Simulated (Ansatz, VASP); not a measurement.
ScBS3 in VASP and in Ansatz

```xyz
5
Lattice="4.3800 0.0000 0.0000 0.0000 4.3800 0.0000 0.0000 0.0000 4.3800" Properties=species:S:1:pos:R:3 pbc="T T T"
Sc    0.0000    0.0000    0.0000
B     2.1900    2.1900    2.1900
S     2.1900    2.1900    0.0000
S     2.1900    0.0000    2.1900
S     0.0000    2.1900    2.1900
```

The cell comes from a database or a generator and needn't be the stable form of this composition.

Alike in both runs: task single point; functional PBEsol; k mesh 4 × 4 × 4; occupations gaussian, width 0.05 eV; no spin polarisation.

|  | VASP | Ansatz |
| --- | --- | --- |
| version | VASP 6.6.1 | Ansatz 0.2.0 |
| potentials or method | VASP PAW PBE potentials, release 64 (Sc_sv, B, S) | scalar-relativistic, plane waves, PAW |
| plane-wave cutoff (eV) | 520 | 420 |
| valence electrons in the cell | 32 | 32 |

|  | VASP | Ansatz | Ansatz less VASP |
| --- | --- | --- | --- |
| gap on the k mesh at the Fermi level (eV) | none | none | - |
| pressure (GPa) | -11.5 | -11.5 | -0.05 |

A gap of «none» marks a metal or a gap that the smearing closes.

Caveats: the PAW data sets were made with another functional, which shifts forces and pressure a little (VASP).
